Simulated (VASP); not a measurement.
Data:

```
CELL_PARAMETERS angstrom
      2.74601     0.00000     0.00000
     -1.37301     2.37812     0.00000
      0.00000     0.00000     4.32828
ATOMIC_POSITIONS crystal
  Ru 0.33333 0.66667 0.25000
  Ru 0.66667 0.33333 0.75000
```

Calculation: LDA (Ceperley-Alder, Perdew-Zunger), VASP's LDA PAW potentials (set 64) (plane waves; VASP). Run with 210 eV cut-off, 8×8×8 Γ-centred mesh, Fermi-Dirac smearing of 0.14 eV, potentials Ru_pv.

At this cut-off the stress carries a Pulay error, which pulls relaxed volumes low.  Energy and stress use the plane-wave basis of the starting cell.

Task: The ions, cell shape and volume are relaxed. Which structure does the run end with?

Result: 
```
CELL_PARAMETERS angstrom
      2.62257     0.00000     0.00000
     -1.31128     2.27121     0.00000
      0.00000     0.00000     4.15607
ATOMIC_POSITIONS crystal
  Ru 0.33333 0.66667 0.25000
  Ru 0.66667 0.33333 0.75000
```
Space group P6_3/mmc (194), at a tolerance of 0.03 Å.

Task: How do energy and volume change from the first to the last step?

Result: The energy (σ→0) changes by -479.5 meV/atom and the volume by -12.4 %, in 10 ionic steps.

The structure comes from a computed database's Ru entry; how it stands against other phases isn't given here. This run relaxes it. Symmetry was kept, so distortions that lower it aren't found. The k-mesh is coarse (spacing up to 0.35 per Å, 2π included), so the numbers may not be converged in it. The run is one of a series of settings (EDIFFG = -0.01, ENCUT = 210, GGA removed, IBRION = 2, ISIF = 3, ISMEAR = -1, NSW = 50, KPOINTS 8×8×8 Γ-centred mesh, POTCAR Ru_pv (LDA.64 set) against the base run), some of them coarse on purpose. VASP warned that the highest band is occupied, so more bands are needed.
